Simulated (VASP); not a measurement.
VASP input:

### INCAR
```
ALGO = Normal
EDIFF = 1E-6
EDIFFG = -0.02
ENCUT = 500
GGA = PE
IBRION = 2
ISIF = 3
ISMEAR = 0
LASPH = .True.
LCHARG = .False.
LMAXMIX = 4
LREAL = .False.
LWAVE = .False.
NELM = 100
NSW = 40
PREC = Accurate
PSTRESS = 450
SIGMA = 0.05
SYSTEM = PbTe
```

### POSCAR
```
PbTe
1
    0.0000000000     2.9203718979     2.9203718979
    2.9203718979     0.0000000000     2.9203718979
    2.9203718979     2.9203718979     0.0000000000
Te Pb
1 1
Direct
  0.5000000000   0.5000000000   0.5000000000
  0.0000000000   0.0000000000   0.0000000000
```

### KPOINTS
```
Automatic mesh
0
Gamma
8 8 8
0 0 0
```

POTCAR, in this order: Te Pb_d (PBE.64 set). Program: vasp_std.

### Question
Write an equivalent input for Ansatz.

### Answer
One equivalent input (not run):
Ansatz 0.2 input:
```yaml
crystal:
  lattice:
    - [0.0000000, 2.9203719, 2.9203719]
    - [2.9203719, 0.0000000, 2.9203719]
    - [2.9203719, 2.9203719, 0.0000000]
  atoms:
    - { symbol: Te, position: [0.5000000, 0.5000000, 0.5000000] }
    - { symbol: Pb, position: [0.0000000, 0.0000000, 0.0000000] }
kpoints:
  mp_grid: { grid: [8, 8, 8] }
hamiltonian:
  xc: pbe
  pseudopotentials: { kind: paw }
scf:
  occupations: { method: gaussian, width: 0.05 }
  max_iter: 100
relax:
  max_steps: 40
  f_tol: 0.02
  cell: { p_target: 45 }
output: { forces: true, stress: true, eigenvalues: true }
```
The two are equivalent in intent, not identical: each code has its own PAW files, so the cut-off isn't converted (ENCUT is set for VASP's; basis.ecutwfc is left out, and Ansatz then takes the one that its files recommend); Ansatz stops its SCF on the density residual and VASP on the energy change (EDIFF).

The compound is PbTe in the rock salt structure. This run relaxes it under an external pressure of 45 GPa. Symmetry was kept, so distortions that lower it aren't found.
